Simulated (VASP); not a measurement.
Computed with PBEsol GGA, VASP's PBE PAW potentials (set 64) (plane waves; VASP 6.6.1).

Input for VASP

### INCAR
```
# general
SYSTEM = BN
PREC   = Accurate
ENCUT  = 520
LREAL  = .FALSE.
LASPH  = .TRUE.
ICHARG = 11

# electronic loop
EDIFF  = 1E-7
NELM   = 100
ALGO   = Normal

# smearing
ISMEAR = 0
SIGMA  = 0.05

# functional
GGA    = PS

# output
LWAVE  = .FALSE.
LCHARG = .FALSE.
LORBIT = 11
```

### KPOINTS
```
k-points along high-symmetry lines
10
Line-mode
Reciprocal
  0.000000   0.000000   0.000000 ! GAMMA
 -0.000000   0.500000   0.000000 ! M

 -0.000000   0.500000   0.000000 ! M
 -0.333333   0.666667   0.000000 ! K

 -0.333333   0.666667   0.000000 ! K
  0.000000   0.000000   0.000000 ! GAMMA

  0.000000   0.000000   0.000000 ! GAMMA
  0.000000   0.000000   0.500000 ! A

  0.000000   0.000000   0.500000 ! A
 -0.000000   0.500000   0.500000 ! L

 -0.000000   0.500000   0.500000 ! L
 -0.333333   0.666667   0.500000 ! H

 -0.333333   0.666667   0.500000 ! H
  0.000000   0.000000   0.500000 ! A

 -0.000000   0.500000   0.500000 ! L
 -0.000000   0.500000   0.000000 ! M

 -0.333333   0.666667   0.500000 ! H
 -0.333333   0.666667   0.000000 ! K
```

**POSCAR**
```
BN
1
    1.2528372205    -2.1699781091    -0.0000000000
    1.2528372205     2.1699781091    -0.0000000000
    0.0000000000     0.0000000000     6.8664977367
B N
2 2
Direct
  0.3333330000   0.6666670000   0.2500000000
  0.6666670000   0.3333330000   0.7500000000
  0.6666670000   0.3333330000   0.2500000000
  0.3333330000   0.6666670000   0.7500000000
```

POTCAR, in this order: B N (PBE.64 set). Program: vasp_std. Read from the step before: CHGCAR.

The resulting files:

OSZICAR:
```
       N       E                     dE             d eps       ncg     rms          rms(c)
DAV:   1     0.586768244447E+02    0.58677E+02   -0.81107E+03  2168   0.121E+03
DAV:   2    -0.302157200516E+02   -0.88893E+02   -0.79056E+02  3036   0.244E+02
DAV:   3    -0.344381720228E+02   -0.42225E+01   -0.41887E+01  2700   0.564E+01
DAV:   4    -0.344862389099E+02   -0.48067E-01   -0.48032E-01  2660   0.617E+00
DAV:   5    -0.344871983218E+02   -0.95941E-03   -0.95915E-03  2748   0.761E-01
DAV:   6    -0.344872296969E+02   -0.31375E-04   -0.31369E-04  2708   0.114E-01
DAV:   7    -0.344872307975E+02   -0.11006E-05   -0.11005E-05  2744   0.186E-02
DAV:   8    -0.344872308397E+02   -0.42231E-07   -0.42215E-07  2220   0.314E-03
   1 F= -.34487231E+02 E0= -.34487231E+02  d E =-.623589E-15
```

OUTCAR:
```
 val. band max:        1.9377764723   @ k =  -0.2963   0.6481   0.0000

 cond. band min:       6.1370431701   @ k =   0.0000   0.5000   0.0000



 k-point     1 :       0.0000    0.0000    0.0000
  band No.  band energies     occupation
      1     -15.7991      2.00000
      2     -15.5646      2.00000
      3      -4.2217      2.00000
      4      -2.3722      2.00000
      5       0.6092      2.00000
      6       0.6093      2.00000
      7       0.6360      2.00000
      8       0.6361      2.00000
      9       6.7866      0.00000
     10      11.6900      0.00000
     11      13.4195      0.00000
     12      13.4462      0.00000

 k-point     2 :       0.0000    0.0556    0.0000
  band No.  band energies     occupation
      1     -15.7386      2.00000
      2     -15.5057      2.00000
      3      -4.1386      2.00000
      4      -2.2966      2.00000
      5       0.3544      2.00000
      6       0.3776      2.00000
      7       0.4890      2.00000
      8       0.5175      2.00000
      9       6.8988      0.00000
     10      11.6715      0.00000
     11      13.3477      0.00000
     12      13.5233      0.00000

 k-point     3 :       0.0000    0.1111    0.0000
  band No.  band energies     occupation
      1     -15.5582      2.00000
      2     -15.3305      2.00000
      3      -3.8905      2.00000
      4      -2.0716      2.00000
      5      -0.3500      2.00000
      6      -0.3297      2.00000
      7       0.1631      2.00000
      8       0.1952      2.00000
      9       7.2120      0.00000
     10      11.5902      0.00000
     11      13.1060      0.00000
     12      13.3829      0.00000

 k-point     4 :       0.0000    0.1667    0.0000
  band No.  band energies     occupation
      1     -15.2625      2.00000
      2     -15.0434      2.00000
      3      -3.4815      2.00000
      4      -1.7034      2.00000
      5      -1.3664      2.00000
      6      -1.3410      2.00000
      7      -0.2887      2.00000
...
```

The density is held fixed in this step, so its total energy and stress have no physical meaning. Without a dispersion term in the relaxation, distances and binding between the weakly bound layers, chains or molecules are unreliable, and so is what depends on them.

The compound is BN in the hex structure. It was relaxed first.
